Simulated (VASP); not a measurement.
Consider the following.

```
CELL_PARAMETERS angstrom
      3.73659     0.00000     0.00000
      0.00000     3.73659     0.00000
      0.00000     0.00000     5.82176
ATOMIC_POSITIONS crystal
  Cu 0.50000 0.50000 0.00000
  Cu 0.00000 0.00000 0.00000
  Cu 0.50000 0.00000 0.29996
  Cu 0.00000 0.50000 0.70004
  As 0.50000 0.00000 0.71301
  As 0.00000 0.50000 0.28699
```

The numbers are results of PBEsol GGA, VASP's PBE PAW potentials (set 64) (plane waves; VASP), not measurements. Numerical set-up: 300 eV cut-off, 7×7×5 Γ-centred mesh, Fermi-Dirac smearing of 0.10 eV, potentials Cu As.

At this cut-off the stress carries a Pulay error, which pulls relaxed volumes low.

Question: Which forces act on the atoms, in eV/Å?

Answer: 
```json
[
 {"atom": "Cu1", "Fx": "0.000", "Fy": "0.000", "Fz": "0.000"},
 {"atom": "Cu2", "Fx": "0.000", "Fy": "0.000", "Fz": "0.000"},
 {"atom": "Cu3", "Fx": "0.000", "Fy": "0.000", "Fz": "0.022"},
 {"atom": "Cu4", "Fx": "0.000", "Fy": "0.000", "Fz": "-0.022"},
 {"atom": "As5", "Fx": "0.000", "Fy": "0.000", "Fz": "-0.222"},
 {"atom": "As6", "Fx": "0.000", "Fy": "0.000", "Fz": "0.222"}
]
```

Question: Give the stress tensor in GPa (positive for a compressed cell).

Answer: 
```
0.44  0.00  0.00
0.00  0.44  0.00
0.00  0.00  0.41
```
The pressure is its mean diagonal, 0.43 GPa.

The structure comes from a computed database's Cu2As entry (P4/nmm); how it stands against other phases isn't given here. The cell was not relaxed at this level.
